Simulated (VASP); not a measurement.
Crystal: SnTe.

```
CELL_PARAMETERS angstrom
0.00000 3.15085 3.15085
3.15085 0.00000 3.15085
3.15085 3.15085 0.00000
ATOMIC_POSITIONS crystal
Sn 0.00000 0.00000 0.00000
Te 0.50000 0.50000 0.50000
```

```yaml
Program: VASP 6.6.1
Task: relaxation of cell and atoms
Functional: r2SCAN
Potentials_or_basis: VASP PAW PBE potentials, release 64 (Sn_d, Te)
Cutoff: 600 eV
k_mesh: 10 × 10 × 10
Occupations: gaussian, width 0.03 eV
Spin: no spin polarisation
```

At the start: pressure 1.6 GPa; volume 31.28 Å³/atom.

Question: Where does the relaxation end?

Answer: Over 3 steps the energy falls by 5.0 meV/atom and the volume is 32.33 Å³/atom (+3.4 %); space group Fm-3m (No. 225, to 0.05 Å).

Step by step:
| step | energy change (eV) | largest force (eV/Å) | pressure (GPa) | volume (Å³) |
| --- | --- | --- | --- | --- |
| 1 | 0.0000 | 0.0000 | 1.58 | 62.56 |
| 2 | -0.0090 | 0.0000 | -0.48 | 65.39 |
| 3 | -0.0101 | 0.0000 | 0.00 | 64.67 |

Final structure:
```yaml
crystal:
  lattice:
    - [0.00000, 3.18576, 3.18576]
    - [3.18576, 0.00000, 3.18576]
    - [3.18576, 3.18576, 0.00000]
  atoms:
    - { symbol: Sn, position: [0.00000, 0.00000, 0.00000] }
    - { symbol: Te, position: [0.50000, 0.50000, 0.50000] }
```

Caveat: the PAW data sets were made with another functional, which shifts forces and pressure a little.
